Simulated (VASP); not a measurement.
Input:

```xyz
4
Lattice="1.6492 -5.4920 0.0000 1.6492 5.4920 0.0000 0.0000 0.0000 4.5318" Properties=species:S:1:pos:R:3 pbc="T T T"
P      1.6492     4.4446     4.1310
P      1.6492     1.0475     1.8651
P      1.6492    -1.0475     2.6667
P      1.6492    -4.4446     0.4008
```

Calculation: r2SCAN meta-GGA, VASP's PBE PAW potentials (set 64) (plane waves; VASP 6.6.1). Settings: 500 eV cut-off, 7×7×5 Γ-centred mesh, Gaussian smearing of 0.050 eV, potentials P.

Task: Predict the energy per atom (σ→0).

Result: 
```yaml
energy per atom (σ→0): -866.4 kJ/mol-atom
```

Only differences to runs with the same potentials and settings are physical.

The compound is P in the black structure. It was relaxed first, which changed the volume by +8 %.
